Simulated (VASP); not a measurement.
OSZICAR of a VASP run on Pt (fcc):

File OSZICAR:
```
       N       E                     dE             d eps       ncg     rms          rms(c)
DAV:   1     0.335006325626E+02    0.33501E+02   -0.54226E+03  2763   0.101E+03
DAV:   2    -0.747937558232E+01   -0.40980E+02   -0.39123E+02  2762   0.184E+02
DAV:   3    -0.787975941927E+01   -0.40038E+00   -0.39847E+00  3137   0.182E+01
DAV:   4    -0.788095876347E+01   -0.11993E-02   -0.11993E-02  3006   0.102E+00
DAV:   5    -0.788096568887E+01   -0.69254E-05   -0.69249E-05  2953   0.700E-02    0.165E+01
DAV:   6    -0.751637443088E+01    0.36459E+00   -0.83888E-01  2661   0.848E+00    0.860E+00
DAV:   7    -0.746111809322E+01    0.55256E-01   -0.18691E-01  2760   0.383E+00    0.265E+00
DAV:   8    -0.745596501442E+01    0.51531E-02   -0.81001E-03  2779   0.980E-01    0.508E-01
DAV:   9    -0.745583897941E+01    0.12604E-03   -0.84745E-05  2799   0.105E-01    0.375E-02
DAV:  10    -0.745584090946E+01   -0.19300E-05   -0.24382E-06  2957   0.128E-02    0.293E-03
DAV:  11    -0.745584092633E+01   -0.16876E-07   -0.47108E-08  1423   0.240E-03
   1 F= -.48370193E+01 E0= -.48368540E+01  d E =-.483702E+01
       N       E                     dE             d eps       ncg     rms          rms(c)
DAV:   1    -0.810458467784E+01   -0.64874E+00   -0.30813E+01  2674   0.619E+01    0.139E+01
DAV:   2    -0.701979223693E+01    0.10848E+01   -0.23712E+00  2635   0.151E+01    0.386E+00
DAV:   3    -0.689534796428E+01    0.12444E+00   -0.52333E-01  2740   0.661E+00    0.103E+00
DAV:   4    -0.689711296318E+01   -0.17650E-02   -0.50632E-03  3534   0.672E-01    0.651E-01
DAV:   5    -0.689906629328E+01   -0.19533E-02   -0.43559E-03  3029   0.448E-01    0.303E-02
DAV:   6    -0.689913356288E+01   -0.67270E-04   -0.61077E-05  3513   0.649E-02    0.128E-02
DAV:   7    -0.689914434737E+01   -0.10784E-04   -0.46241E-06  3011   0.135E-02    0.830E-04
DAV:   8    -0.689914446270E+01   -0.11533E-06   -0.10112E-07  1371   0.294E-03
   2 F= -.45997983E+01 E0= -.45997520E+01  d E =0.237221E+00
       N       E                     dE             d eps       ncg     rms          rms(c)
DAV:   1    -0.826163981150E+01   -0.13625E+01   -0.21666E+01  2642   0.516E+01    0.729E+00
DAV:   2    -0.746390427182E+01    0.79774E+00   -0.22937E+00  2623   0.138E+01    0.476E+00
DAV:   3    -0.740738471783E+01    0.56520E-01   -0.24168E-01  2755   0.428E+00    0.228E+00
DAV:   4    -0.740860599785E+01   -0.12213E-02   -0.72057E-03  3153   0.562E-01    0.552E-01
DAV:   5    -0.740899074121E+01   -0.38474E-03   -0.44365E-04  3196   0.169E-01    0.871E-02
DAV:   6    -0.740903750365E+01   -0.46762E-04   -0.13630E-05  3198   0.259E-02    0.167E-02
DAV:   7    -0.740903917870E+01   -0.16750E-05   -0.67082E-07  2356   0.615E-03    0.502E-04
DAV:   8    -0.740903919747E+01   -0.18769E-07   -0.11249E-08  1319   0.101E-03
   3 F= -.48473092E+01 E0= -.48471683E+01  d E =-.102900E-01
       N       E                     dE             d eps       ncg     rms          rms(c)
DAV:   1    -0.740660211572E+01    0.24371E-02   -0.18734E-03  2659   0.477E-01    0.759E-02
DAV:   2    -0.740653224094E+01    0.69875E-04   -0.18665E-04  2619   0.127E-01    0.315E-02
DAV:   3    -0.740652666772E+01    0.55732E-05   -0.26238E-05  2715   0.447E-02    0.133E-02
DAV:   4    -0.740652687328E+01   -0.20556E-06   -0.86785E-07  2213   0.743E-03
   4 F= -.48473352E+01 E0= -.48471953E+01  d E =-.103159E-01
```

### Question
Which electronic solver shows in the log?

### Answer
It is blocked Davidson (ALGO = Normal, or the opening steps of other solvers). The INCAR had ALGO = Normal.

### Question
Can the final energy be trusted as converged?

### Answer
The calculation finished and met its thresholds. It stopped with EDIFF = 1E-6, NELM = 100, NSW = 40 and EDIFFG = -0.02 after 4 ionic steps (LDA (Ceperley-Alder, Perdew-Zunger), plane waves, VASP's LDA PAW potentials (set 64)). Energy and stress use the plane-wave basis of the starting cell.

The compound is Pt in the fcc structure. This run relaxes it under an external pressure of 30 GPa. Symmetry was kept, so distortions that lower it aren't found.
